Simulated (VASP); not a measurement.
```
YbB2
1.0
    3.25030     0.00000     0.00000
   -1.62515     2.81484     0.00000
    0.00000     0.00000     3.73150
Yb B
1 2
Direct
  0.00636   0.00984   0.00309
  0.34145   0.66622   0.50206
  0.65219   0.32394   0.49485
```
Starting moments (μB, in the order of the record's atoms Yb B B): 1.0 0.0 0.0.

Level of theory: PBEsol GGA, VASP's PBE PAW potentials (set 64) (plane waves; VASP). Settings: 400 eV cut-off, 6×6×5 Γ-centred mesh, Fermi-Dirac smearing of 0.14 eV, potentials Yb B.

At this cut-off the stress carries a Pulay error, which pulls relaxed volumes low.

Q: Give the force on each atom (eV/Å).

A: 
```json
[
 {"atom": "Yb1", "Fx": "-0.051", "Fy": "-0.254", "Fz": "-0.144"},
 {"atom": "B2", "Fx": "-0.350", "Fy": "-0.012", "Fz": "-0.115"},
 {"atom": "B3", "Fx": "0.401", "Fy": "0.266", "Fz": "0.258"}
]
```

Q: Give the stress tensor in GPa (positive for a compressed cell).

A: 
```
-4.37   1.12   0.06
 1.12  -5.54   0.13
 0.06   0.13   2.02
```
The pressure is its mean diagonal, -2.63 GPa.

The structure comes from a measured YbB2 entry of the Crystallography Open Database, whose conditions weren't checked. The cell was not relaxed at this level, atoms are displaced from their ideal sites. The k-mesh is coarse (spacing up to 0.37 per Å, 2π included), so the numbers may not be converged in it.
